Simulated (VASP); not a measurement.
An input for Ansatz (written as the equivalent of a VASP run, and not itself run):

Ansatz 0.2 input:
```yaml
crystal:
  lattice:
    - [1.7407178, -3.0150114, 0.0000000]
    - [1.7407178, 3.0150114, 0.0000000]
    - [0.0000000, 0.0000000, 5.8282478]
  atoms:
    - { symbol: Zn, position: [0.6666670, 0.3333330, 0.5035469] }
    - { symbol: Zn, position: [0.3333330, 0.6666670, 0.0035469] }
    - { symbol: S, position: [0.6666670, 0.3333330, 0.8714531] }
    - { symbol: S, position: [0.3333330, 0.6666670, 0.3714531] }
kpoints:
  mp_grid: { grid: [7, 7, 4] }
hamiltonian:
  xc: pbesol
  pseudopotentials: { kind: paw }
scf:
  occupations: { method: gaussian, width: 0.05 }
  max_iter: 100
relax:
  max_steps: 40
  f_tol: 0.02
  cell: { p_target: 30 }
output: { forces: true, stress: true, eigenvalues: true }
```

### Question
Translate this input to VASP (INCAR, KPOINTS, POSCAR, choice of POTCAR).

### Answer
This is not unique; one that fits is 
File POSCAR:
```
ZnS
1
    1.7407177745    -3.0150113859     0.0000000000
    1.7407177745     3.0150113859     0.0000000000
    0.0000000000     0.0000000000     5.8282478220
Zn S
2 2
Direct
  0.6666670000   0.3333330000   0.5035468672
  0.3333330000   0.6666670000   0.0035468672
  0.6666670000   0.3333330000   0.8714531328
  0.3333330000   0.6666670000   0.3714531328
```

INCAR:
```
ALGO = Normal
EDIFF = 1E-6
EDIFFG = -0.02
ENCUT = 500
GGA = PS
IBRION = 2
ISIF = 3
ISMEAR = 0
LASPH = .True.
LCHARG = .False.
LMAXMIX = 4
LREAL = .False.
LWAVE = .False.
NELM = 100
NSW = 40
PREC = Accurate
PSTRESS = 300
SIGMA = 0.05
SYSTEM = ZnS
```

KPOINTS:
```
K-points
0
Gamma
  7 7 4
0 0 0
```

POTCAR, in this order: Zn S (PBE.64 set). Program: vasp_std.

Limits of the translation: each code has its own PAW files, so the cut-off isn't converted (ENCUT is set for VASP's; basis.ecutwfc is left out, and Ansatz then takes the one that its files recommend); Ansatz stops its SCF on the density residual and VASP on the energy change (EDIFF).

The compound is ZnS in the wurtzite structure, the high-temperature form. It was relaxed first under an external pressure of 30 GPa.
